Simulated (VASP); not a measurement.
# GW on AlN, part 4 of 5

How does the gap of AlN change from the starting functional to GW? The cell is of the wurtzite type, one of the forms listed for this formula. The start is a cell from a database of measured crystal structures.

VASP 6.6.1, plane waves and PAW; the level of theory is named at each step.

Still holding for the runs below: The k-mesh is coarse for exact exchange; levels may shift by about 0.1 eV on a finer one.

So far, quasiparticle gap on the mesh (eV): step 3 (G0W0, functional PBE, start PBE, G0W0 on PBE) 5.67; step 7 (G0W0, functional HSE with 0.08 exact exchange, start HSE with 0.08 exact …) 5.88; step 10 (G0W0, functional HSE with 0.16 exact exchange, start HSE with 0.16 exact …) 6.11; step 13 (G0W0, functional HSE with 0.25 exact exchange, start HSE with 0.25 exact …) 6.34.

The database entry behind the starting cell differs from later determinations by our own check (inner coordinate u about 0.002 short), so it need not match the best structure at ambient conditions.

## 14. Another starting point, functional HSE with 0.33 exact exchange

This step: HSE with 0.33 exact exchange; plane waves and PAW (Al_GW, N_GW) (VASP 6.6.1).

To see how much the result owes to its start, the ground state is made again with HSE with 0.33 exact exchange. A small SIGMA keeps every occupation at zero or full.

INCAR reads:

```
SYSTEM = AlN
PREC = Accurate
ENCUT = 450
EDIFF = 1E-08
NELM = 100
ISMEAR = 0
SIGMA = 0.01
LREAL = .FALSE.
ALGO = Normal
LHFCALC = .TRUE.
AEXX = 0.33
GGA = PE
LASPH = .TRUE.
NBANDS = 14
PRECFOCK = Fast
LORBIT = 11
LWAVE = .TRUE.
LCHARG = .FALSE.
KPAR = 2
HFSCREEN = 0.2
```

POSCAR reads:

```
AlN
1.0
    3.1130000000      0.0000000000      0.0000000000
   -1.5565000000      2.6959370820      0.0000000000
    0.0000000000      0.0000000000      4.9810000000
Al N
2 2
Direct
    0.6666666667      0.3333333333      0.5000000000
    0.3333333333      0.6666666667      0.0000000000
    0.6666666667      0.3333333333      0.8800000000
    0.3333333333      0.6666666667      0.3800000000
```

KPOINTS reads:

```
Automatic mesh
0
Gamma
3 3 2
0 0 0
```

PAW data sets: Al_GW and N_GW (PBE family, release 64).

Started as:

```console
$ mpirun -np 8 vasp_std
```

Log:

```text
[... set-up lines as in an earlier step ...]
 entering main loop
       N       E                     dE             d eps       ncg     rms          rms(c)
DAV:   1    -0.365050586865E+02   -0.36505E+02   -0.73562E-01   192   0.962E+00    0.623E-01
DAV:   2    -0.365141709435E+02   -0.91123E-02   -0.25661E-02   248   0.147E+00    0.409E-01
DAV:   3    -0.365123708090E+02    0.18001E-02   -0.85945E-04   240   0.282E-01    0.238E-01
DAV:   4    -0.365116500984E+02    0.72071E-03   -0.19394E-04   264   0.169E-01    0.139E-01
[...]
DAV:  13    -0.365113092609E+02    0.21721E-07   -0.12900E-08   152   0.157E-03    0.111E-03
DAV:  14    -0.365113092501E+02    0.10768E-07   -0.69226E-09   144   0.930E-04    0.659E-04
DAV:  15    -0.365113092441E+02    0.60649E-08   -0.25998E-09   136   0.506E-04
   1 F= -.36511309E+02 E0= -.36511309E+02  d E =-.578811-103
 writing wavefunctions
```

Wall time 17 s (8 MPI ranks of AMD EPYC 7R32 (Zen 2), shared host); peak memory 1.5 GiB.

From OUTCAR (step 14):

```text
 POSITION                                       TOTAL-FORCE (eV/Angst)
 -----------------------------------------------------------------------------------
      1.55650      0.89865      2.49050         0.000000     -0.000000     -0.192896
     -0.00000      1.79729      0.00000        -0.000000     -0.000000     -0.192896
      1.55650      0.89865      4.38328        -0.000000     -0.000000      0.192896
     -0.00000      1.79729      1.89278         0.000000      0.000000      0.192896
 -----------------------------------------------------------------------------------
    total drift:                                0.000000     -0.000000     -0.005817

  FREE ENERGIE OF THE ION-ELECTRON SYSTEM (eV)
  ---------------------------------------------------
  free  energy   TOTEN  =       -36.5113092441 eV

  energy  without entropy=      -36.5113092441  energy(sigma->0) =      -36.51130924

[... 2 parts as in an earlier step ...]

[... 1 further part left out ...]
[key lines of the parts left out:]
E-fermi :   4.0622
```

## 15. Empty bands, functional HSE with 0.33 exact exchange

The next step needs empty bands that the ground-state run didn't converge, so the Hamiltonian is diagonalised exactly for NBANDS bands, in a single step. LOPTICS writes the k-derivatives of the orbitals (WAVEDER), which give the long-wavelength limit of the screening.

INCAR reads:

```
SYSTEM = AlN
PREC = Accurate
ENCUT = 450
ISMEAR = 0
SIGMA = 0.01
LREAL = .FALSE.
LHFCALC = .TRUE.
AEXX = 0.33
GGA = PE
LASPH = .TRUE.
NBANDS = 128
PRECFOCK = Fast
HFSCREEN = 0.2
ALGO = Exact
NELM = 1
LWAVE = .TRUE.
LCHARG = .FALSE.
LOPTICS = .TRUE.
NEDOS = 1000
CSHIFT = 0.1
```

POSCAR is that of step 14.

KPOINTS is that of step 14.

The WAVECAR or CHGCAR of an earlier step is read.

Started as:

```console
$ mpirun -np 8 vasp_std
```

Log:

```text
[... set-up lines as in an earlier step ...]
 entering main loop
       N       E                     dE             d eps       ncg     rms          rms(c)
DIA:   1    -0.365113092337E+02   -0.36511E+02    0.00000E+00     0   0.000E+00
   1 F= -.36511309E+02 E0= -.36511309E+02  d E =-.446658E-31
 writing wavefunctions
 optical routines
 imaginary and real dielectric function
 recalculating local potential from charge density
 direction            1
 direction            2
 direction            3
```

It took 42 s on 8 MPI ranks; peak memory 1.8 GiB.

From OUTCAR (step 15):

```text
 POSITION                                       TOTAL-FORCE (eV/Angst)
 -----------------------------------------------------------------------------------
      1.55650      0.89865      2.49050         0.000000      0.000000     -0.192900
     -0.00000      1.79729      0.00000        -0.000000     -0.000000     -0.192900
      1.55650      0.89865      4.38328        -0.000000      0.000000      0.192900
     -0.00000      1.79729      1.89278         0.000000     -0.000000      0.192900
 -----------------------------------------------------------------------------------
    total drift:                                0.000000      0.000000     -0.005818

  FREE ENERGIE OF THE ION-ELECTRON SYSTEM (eV)
  ---------------------------------------------------
  free  energy   TOTEN  =       -36.5113092337 eV

  energy  without entropy=      -36.5113092337  energy(sigma->0) =      -36.51130923

[... 2 parts as in an earlier step ...]

[... 1 further part left out ...]
[key lines of the parts left out:]
E-fermi :   3.9908
```

## 16. G0W0, functional HSE with 0.33 exact exchange, start HSE with 0.33 exact exchange

This step: G0W0 on HSE with 0.33 exact exchange; plane waves and PAW (Al_GW, N_GW) (VASP 6.6.1).

G0W0 keeps orbitals and screening fixed and shifts each of the lowest NBANDSGW levels once.

INCAR reads:

```
SYSTEM = AlN
PREC = Accurate
ENCUT = 450
ISMEAR = 0
SIGMA = 0.01
LREAL = .FALSE.
LHFCALC = .TRUE.
AEXX = 0.33
GGA = PE
LASPH = .TRUE.
NBANDS = 128
PRECFOCK = Fast
HFSCREEN = 0.2
ALGO = EVGW0
NELMGW = 1
ENCUTGW = 120
NOMEGA = 64
NBANDSGW = 16
LWAVE = .FALSE.
LCHARG = .FALSE.
```

POSCAR is that of step 15.

KPOINTS is that of step 15.

The WAVECAR or CHGCAR of an earlier step is read.

Started as:

```console
$ mpirun -np 8 vasp_std
```

Log:

```text
[banner, memory and clock lines left out]
running    8 mpi-ranks, on    1 nodes
[...]
[... a notice as in an earlier step ...]

 [... a notice as in an earlier step ...]

 LDA part: xc-table for (Slater+PW92), standard interpolation
 found WAVECAR, reading the header
 POSCAR, INCAR and KPOINTS ok, starting setup
[...]
reading WAVECAR
 the WAVECAR file was read successfully
 initial charge from wavefunction
 available memory per node:     15.93 GB, setting MAXMEM to     16315

 The Fermi energy was updated, please check that it is located mid-gap
 values below the HOMO (VB) or above the LUMO (CB) will cause erroneous energies
 E-fermi :   6.9548

 calculate exact exchange contribution
 the WAVEDER file was read successfully
energies w=
    0.000    0.000    0.795    0.000    1.589    0.000    2.379    0.000
    3.164    0.000    3.942    0.000    4.713    0.000    5.474    0.000
    6.226    0.000    6.968    0.000    7.699    0.000    8.420    0.000
[...]
total number of BLAS operations          8.62 Gflops
NQ=   2    0.3333    0.0000    0.0000,
|.........|.........|.........|.........|.........|.........|.........|.........
 performed        167000 updates of chi_q(r,r)
 total number of BLAS operations         23.04 Gflops
NQ=   3    0.3333    0.3333    0.0000,
|.........|.........|.........|.........|.........|.........|.........|.........
 performed        242000 updates of chi_q(r,r)
 total number of BLAS operations         33.09 Gflops
NQ=   4    0.0000    0.0000    0.5000,
|.........|.........|.........|.........|.........|.........|.........|.........
 performed        301000 updates of chi_q(r,r)
 total number of BLAS operations         39.46 Gflops
NQ=   5    0.3333    0.0000    0.5000,
|.........|.........|.........|.........|.........|.........|.........|.........
 performed        409000 updates of chi_q(r,r)
 total number of BLAS operations         52.78 Gflops
NQ=   6    0.3333    0.3333    0.5000,
|.........|.........|.........|.........|.........|.........|.........|.........
 performed        484000 updates of chi_q(r,r)
 total number of BLAS operations         60.63 Gflops
 resolving degeneracies of screened two electron integrals

 calculate QP shifts <psi_nk| G(iteration)W_0 |psi_nk>: iteration 1
 entering main loop
```

Run time: 11 s. Hardware: 8 MPI ranks; peak memory 1.6 GiB.

Parts of OUTCAR (step 16):

```text
 QP shifts <psi_nk| G(iteration)W_0 |psi_nk>: iteration 1
 for sc-GW calculations column KS-energies equals QP-energies in previous step
 and V_xc(KS)=  KS-energies - (<T + V_ion + V_H > + <T+V_H+V_ion>^1  + <V_x>^1)
 k-point   1 :       0.0000    0.0000    0.0000
  band No.  KS-energies  QP-energies   sigma(KS)   V_xc(KS)     V^pw_x(r,r')   Z            occupation Imag(sigma)
    ...
      5       2.9126       2.9083     -17.6632     -17.6579     -20.8728       0.8096       2.0000       0.0784
      6       3.6585       3.6899     -17.9914     -18.0301     -21.0944       0.8123       2.0000       0.0733
      7       3.6585       3.6899     -17.9914     -18.0301     -21.0944       0.8123       2.0000       0.0733
      8       3.9107       3.9679     -17.9727     -18.0428     -20.9306       0.8168       2.0000       0.0704
      9       9.9988      10.5135     -10.9799     -11.5962      -7.1430       0.8350       0.0000      -0.0724
     10      12.5640      13.0440      -9.4661     -10.0384      -5.2847       0.8388       0.0000      -0.0795
     11      16.9879      17.4719     -11.6304     -12.2394      -6.6775       0.7947       0.0000      -0.1313
     12      17.2066      17.6098      -8.3917      -8.8771      -3.8031       0.8308       0.0000      -0.0978
    ...

[... 2 parts as in an earlier step ...]

[... 1 further part left out ...]
[key lines of the parts left out:]
E-fermi :   6.9548
```

GW takes the gap from 6.088 to 6.546 eV. That is +881 meV against G0W0 on PBE. The value holds for 128 bands, ENCUTGW = 120 eV and this mesh, and isn't shown to be converged in them.

## 17. Another starting point, functional HSE with 0.42 exact exchange

This step: HSE with 0.42 exact exchange; plane waves and PAW (Al_GW, N_GW) (VASP 6.6.1).

To see how much the result owes to its start, the ground state is made again with HSE with 0.42 exact exchange. EDIFF is tight for accurate orbitals, and a narrow smearing avoids fractional occupations.

INCAR reads:

```
SYSTEM = AlN
PREC = Accurate
ENCUT = 450
EDIFF = 1E-08
NELM = 100
ISMEAR = 0
SIGMA = 0.01
LREAL = .FALSE.
ALGO = Normal
LHFCALC = .TRUE.
AEXX = 0.42
GGA = PE
LASPH = .TRUE.
NBANDS = 14
PRECFOCK = Fast
LORBIT = 11
LWAVE = .TRUE.
LCHARG = .FALSE.
KPAR = 2
HFSCREEN = 0.2
```

POSCAR is that of step 16.

KPOINTS is that of step 16.

Started as:

```console
$ mpirun -np 8 vasp_std
```

Log:

```text
[... set-up lines as in an earlier step ...]
 entering main loop
       N       E                     dE             d eps       ncg     rms          rms(c)
DAV:   1    -0.384128193287E+02   -0.38413E+02   -0.11630E+00   192   0.123E+01    0.777E-01
DAV:   2    -0.384308042166E+02   -0.17985E-01   -0.43600E-02   248   0.196E+00    0.525E-01
DAV:   3    -0.384276629161E+02    0.31413E-02   -0.16225E-03   248   0.392E-01    0.303E-01
DAV:   4    -0.384263224938E+02    0.13404E-02   -0.36320E-04   264   0.239E-01    0.175E-01
[...]
DAV:  12    -0.384256985628E+02    0.13125E-06   -0.66848E-08   264   0.329E-03    0.216E-03
DAV:  13    -0.384256985284E+02    0.34372E-07   -0.22054E-08   216   0.201E-03    0.128E-03
DAV:  14    -0.384256985235E+02    0.49500E-08   -0.88959E-09   144   0.120E-03
   1 F= -.38425699E+02 E0= -.38425699E+02  d E =-.119451E-79
 writing wavefunctions
```

Elapsed: 17 s, on 8 MPI ranks; peak memory 1.5 GiB; 1.7 min of CPU time.

From OUTCAR (step 17):

```text
 POSITION                                       TOTAL-FORCE (eV/Angst)
 -----------------------------------------------------------------------------------
      1.55650      0.89865      2.49050         0.000000     -0.000000     -0.190937
     -0.00000      1.79729      0.00000        -0.000000     -0.000000     -0.190937
      1.55650      0.89865      4.38328        -0.000000      0.000000      0.190937
     -0.00000      1.79729      1.89278         0.000000     -0.000000      0.190937
 -----------------------------------------------------------------------------------
    total drift:                                0.000001     -0.000001     -0.007215

  FREE ENERGIE OF THE ION-ELECTRON SYSTEM (eV)
  ---------------------------------------------------
  free  energy   TOTEN  =       -38.4256985235 eV

  energy  without entropy=      -38.4256985235  energy(sigma->0) =      -38.42569852

[... 2 parts as in an earlier step ...]

[... 1 further part left out ...]
[key lines of the parts left out:]
E-fermi :   3.6884
```

## 18. Empty bands, functional HSE with 0.42 exact exchange

The next step needs empty bands that the ground-state run didn't converge, so the Hamiltonian is diagonalised exactly for NBANDS bands, in a single step. LOPTICS writes the k-derivatives of the orbitals (WAVEDER), which give the long-wavelength limit of the screening.

INCAR reads:

```
SYSTEM = AlN
PREC = Accurate
ENCUT = 450
ISMEAR = 0
SIGMA = 0.01
LREAL = .FALSE.
LHFCALC = .TRUE.
AEXX = 0.42
GGA = PE
LASPH = .TRUE.
NBANDS = 128
PRECFOCK = Fast
HFSCREEN = 0.2
ALGO = Exact
NELM = 1
LWAVE = .TRUE.
LCHARG = .FALSE.
LOPTICS = .TRUE.
NEDOS = 1000
CSHIFT = 0.1
```

POSCAR is that of step 17.

KPOINTS is that of step 17.

The WAVECAR or CHGCAR of an earlier step is read.

Started as:

```console
$ mpirun -np 8 vasp_std
```

Log:

```text
[... set-up lines as in an earlier step ...]
 entering main loop
       N       E                     dE             d eps       ncg     rms          rms(c)
DIA:   1    -0.384256985309E+02   -0.38426E+02    0.00000E+00     0   0.000E+00
   1 F= -.38425699E+02 E0= -.38425699E+02  d E =-.823104E-96
 writing wavefunctions
 optical routines
 imaginary and real dielectric function
 recalculating local potential from charge density
 direction            1
 direction            2
 direction            3
```

It took 42 s on 8 MPI ranks; peak memory 1.8 GiB.

Parts of OUTCAR (step 18):

```text
 POSITION                                       TOTAL-FORCE (eV/Angst)
 -----------------------------------------------------------------------------------
      1.55650      0.89865      2.49050        -0.000000      0.000000     -0.190946
     -0.00000      1.79729      0.00000        -0.000000      0.000000     -0.190946
      1.55650      0.89865      4.38328         0.000000      0.000000      0.190946
     -0.00000      1.79729      1.89278        -0.000000      0.000000      0.190946
 -----------------------------------------------------------------------------------
    total drift:                               -0.000000      0.000000     -0.007224

  FREE ENERGIE OF THE ION-ELECTRON SYSTEM (eV)
  ---------------------------------------------------
  free  energy   TOTEN  =       -38.4256985309 eV

  energy  without entropy=      -38.4256985309  energy(sigma->0) =      -38.42569853

[... 2 parts as in an earlier step ...]

[... 1 further part left out ...]
[key lines of the parts left out:]
E-fermi :   3.7018
```

## 19. G0W0, functional HSE with 0.42 exact exchange, start HSE with 0.42 exact exchange

This step: G0W0 on HSE with 0.42 exact exchange; plane waves and PAW (Al_GW, N_GW) (VASP 6.6.1).

One pass of GW corrects the levels to first order, with G and W from the starting orbitals.

INCAR reads:

```
SYSTEM = AlN
PREC = Accurate
ENCUT = 450
ISMEAR = 0
SIGMA = 0.01
LREAL = .FALSE.
LHFCALC = .TRUE.
AEXX = 0.42
GGA = PE
LASPH = .TRUE.
NBANDS = 128
PRECFOCK = Fast
HFSCREEN = 0.2
ALGO = EVGW0
NELMGW = 1
ENCUTGW = 120
NOMEGA = 64
NBANDSGW = 16
LWAVE = .FALSE.
LCHARG = .FALSE.
```

POSCAR is that of step 18.

KPOINTS is that of step 18.

The run starts from files that an earlier step left in the folder.

Started as:

```console
$ mpirun -np 8 vasp_std
```

Log:

```text
[banner, memory and clock lines left out]
running    8 mpi-ranks, on    1 nodes
[...]
[... a notice as in an earlier step ...]

 [... a notice as in an earlier step ...]

 LDA part: xc-table for (Slater+PW92), standard interpolation
 found WAVECAR, reading the header
 POSCAR, INCAR and KPOINTS ok, starting setup
[...]
reading WAVECAR
 the WAVECAR file was read successfully
 initial charge from wavefunction
 available memory per node:     15.86 GB, setting MAXMEM to     16235

 The Fermi energy was updated, please check that it is located mid-gap
 values below the HOMO (VB) or above the LUMO (CB) will cause erroneous energies
 E-fermi :   6.8680

 calculate exact exchange contribution
 the WAVEDER file was read successfully
energies w=
    0.000    0.000    0.817    0.000    1.632    0.000    2.443    0.000
    3.248    0.000    4.047    0.000    4.838    0.000    5.620    0.000
    6.392    0.000    7.153    0.000    7.904    0.000    8.645    0.000
[...]
total number of BLAS operations          8.62 Gflops
NQ=   2    0.3333    0.0000    0.0000,
|.........|.........|.........|.........|.........|.........|.........|.........
 performed        167000 updates of chi_q(r,r)
 total number of BLAS operations         23.04 Gflops
NQ=   3    0.3333    0.3333    0.0000,
|.........|.........|.........|.........|.........|.........|.........|.........
 performed        242000 updates of chi_q(r,r)
 total number of BLAS operations         33.09 Gflops
NQ=   4    0.0000    0.0000    0.5000,
|.........|.........|.........|.........|.........|.........|.........|.........
 performed        301000 updates of chi_q(r,r)
 total number of BLAS operations         39.46 Gflops
NQ=   5    0.3333    0.0000    0.5000,
|.........|.........|.........|.........|.........|.........|.........|.........
 performed        409000 updates of chi_q(r,r)
 total number of BLAS operations         52.78 Gflops
NQ=   6    0.3333    0.3333    0.5000,
|.........|.........|.........|.........|.........|.........|.........|.........
 performed        484000 updates of chi_q(r,r)
 total number of BLAS operations         60.63 Gflops
 resolving degeneracies of screened two electron integrals

 calculate QP shifts <psi_nk| G(iteration)W_0 |psi_nk>: iteration 1
 entering main loop
```

Elapsed: 11 s, on 8 MPI ranks; peak memory 1.6 GiB; 68 s of CPU time.

OUTCAR, selected parts (step 19):

```text
 QP shifts <psi_nk| G(iteration)W_0 |psi_nk>: iteration 1
 for sc-GW calculations column KS-energies equals QP-energies in previous step
 and V_xc(KS)=  KS-energies - (<T + V_ion + V_H > + <T+V_H+V_ion>^1  + <V_x>^1)
 k-point   1 :       0.0000    0.0000    0.0000
  band No.  KS-energies  QP-energies   sigma(KS)   V_xc(KS)     V^pw_x(r,r')   Z            occupation Imag(sigma)
    ...
      5       2.5176       2.7711     -17.7311     -18.0416     -20.8765       0.8165       2.0000       0.0760
      6       3.2862       3.5597     -18.0552     -18.3886     -21.0976       0.8203       2.0000       0.0711
      7       3.2862       3.5597     -18.0552     -18.3886     -21.0976       0.8203       2.0000       0.0711
      8       3.5558       3.8418     -18.0356     -18.3825     -20.9405       0.8245       2.0000       0.0679
      9      10.1802      10.6093     -10.8407     -11.3503      -7.0511       0.8421       0.0000      -0.0724
     10      12.7786      13.1525      -9.3528      -9.7950      -5.2440       0.8456       0.0000      -0.0778
     11      17.3113      17.6092     -11.4294     -11.7991      -6.5749       0.8057       0.0000      -0.1272
     12      17.4593      17.7333      -8.2837      -8.6104      -3.7909       0.8391       0.0000      -0.0935
    ...

[... 2 parts as in an earlier step ...]

[... 1 further part left out ...]
[key lines of the parts left out:]
E-fermi :   6.8680
```

GW takes the gap from 6.624 to 6.767 eV. That is +1102 meV against G0W0 on PBE. The value holds for 128 bands, ENCUTGW = 120 eV and this mesh, and isn't shown to be converged in them.

(Continued in part 5 of 5.)

[Lines on the potential files, build, host, timing and source positions are cut from VASP's logs without a mark.]

[Logs are printed without paths, hosts, clocks, repeated set-up lines and the standing remarks that a program may print on its own settings, such as how far it seeks lower states.]

[Hosts, paths, dates, database ids (printed as entryN), source tags and the programs' standing remarks are cut or masked in the printed files.]

[Pressures printed for these runs are not shown converged in the cutoff: they can be off by several GPa and have the wrong sign.]
